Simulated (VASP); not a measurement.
```
CaF2
1.0
    0.00000     2.73314     2.73314
    2.73314     0.00000     2.73314
    2.73314     2.73314     0.00000
Ca F
1 2
Direct
  0.00000   0.00000   0.00000
  0.25000   0.25000   0.25000
  0.75000   0.75000   0.75000
```

Calculation: rev-vdW-DF2, VASP's PBE PAW potentials (set 64) (plane waves; VASP 6.6.1). Numerical set-up: 520 eV cut-off, 6×6×6 Γ-centred mesh, Gaussian smearing of 0.050 eV, potentials Ca_sv F.

Task: Estimate the energy per atom (σ→0), band gap (on the k-mesh) with the smallest direct gap where there is one.

Result: 
The band gap (on the k-mesh) is 7.12 eV, the smallest direct gap (on the k-mesh) comes out as 7.38 eV and the energy per atom (σ→0) is -4.073 eV/atom.

The compound is CaF2 in the fluorite structure. It was relaxed first. The start is the result of an earlier pass.
